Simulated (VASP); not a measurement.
Here is the system:

```xyz
4
Lattice="3.4721 0.0000 0.0000 -1.7361 3.0069 0.0000 0.0000 0.0000 5.6819" Properties=species:S:1:pos:R:3 pbc="T T T"
Co     0.0000     2.0046     5.6782
Co     1.7361     1.0023     2.8372
P      0.0000     2.0046     2.1345
P      1.7361     1.0023     4.9754
```

Method: PBEsol GGA, VASP's PBE PAW potentials (set 64) (plane waves; VASP). Run with 400 eV cut-off, 11×11×6 Γ-centred mesh, tetrahedra with Blöchl corrections, potentials Co P.

The cores are frozen, which limits the accuracy of field gradients.

Q: Give the principal components of the electric field gradient (V/Å²) and the asymmetry η at each nucleus.

A: 
```csv
atom,Vxx,Vyy,Vzz,η
Co1,4.1,4.1,-8.2,0.00
Co2,4.1,4.1,-8.2,0.00
P3,-4.5,-4.5,8.9,0.00
P4,-4.5,-4.5,8.9,0.00
```

The structure was generated: CoP was put into the wurtzite type (P6_3mc), which need not be its known phase. It was relaxed first, which changed the volume by -24 %. The run is not spin-polarised, so no magnetic state was tried.
